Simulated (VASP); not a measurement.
Input:

```
GdN
1.0
    0.00000     2.47929     2.47929
    2.47929     0.00000     2.47929
    2.47929     2.47929     0.00000
Gd N
1 1
Direct
  0.00000   0.00000   0.00000
  0.50000   0.50000   0.50000
```

Computed with revTPSS meta-GGA, VASP's PBE PAW potentials (set 64) (plane waves; VASP 6.6.1). Run with 520 eV cut-off, 14×14×14 Γ-centred mesh, tetrahedra with Blöchl corrections, potentials Gd_3 N.

The 4f electrons are frozen in the core of the lanthanide potential, so 4f levels, which can set the real gap, and their magnetism are missing.

### Question
Give the energies of bands 5 to 10 at the high-symmetry points, in eV from the Fermi level.

### Answer

| band | Γ | X | U | L | W |
|---|---|---|---|---|---|
| 5 | 0.04 | -1.11 | -2.14 | -4.15 | -2.17 |
| 6 | 0.04 | -0.22 | -1.29 | -2.32 | -1.31 |
| 7 | 0.04 | -0.22 | -1.24 | -2.32 | -1.31 |
| 8 | 3.08 | -0.10 | 2.31 | 5.69 | 3.94 |
| 9 | 3.08 | 7.39 | 6.35 | 6.66 | 3.94 |
| 10 | 3.08 | 7.52 | 7.47 | 6.66 | 7.71 |

It has no gap at this level: it comes out as a metal or semimetal.

The compound is GdN in the rock salt structure. It was relaxed first.
